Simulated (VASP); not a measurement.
# Sn (relaxed from the hcp structure, space group P6_3/mmc): computed properties

All values below come from r2SCAN meta-GGA, VASP's PBE PAW potentials (set 64) (plane waves; VASP 6.6.1).

```
Property                                                                                                   Result
----------------------------------  -----------------------------------------------------------------------------
space group                                                                                        P6_3/mmc (194)
cell                                a = 3.3338 Å, b = 3.3338 Å, c = 5.6005 Å, α = 90.00°, β = 90.00°, γ = 120.00°
volume per atom                                                                                     26.95 Å³/atom
band gap (over mesh and band path)                                       none (metal, semimetal or under 0.01 eV)
density                                                                                                7.31 g/cm³
```

```
Sn
1.0
    3.33377     0.00000     0.00000
   -1.66688     2.88713     0.00000
    0.00000     0.00000     5.60045
Sn
2
Direct
  0.33333   0.66667   0.25000
  0.66667   0.33333   0.75000
```

Unless said otherwise, spin-orbit coupling is left out, though it shifts the bands of the heavy elements here.

The structure was generated: Sn was put into the hcp type (P6_3/mmc), which need not be its known phase. It was relaxed first. Symmetry was kept, so distortions that lower it aren't found.
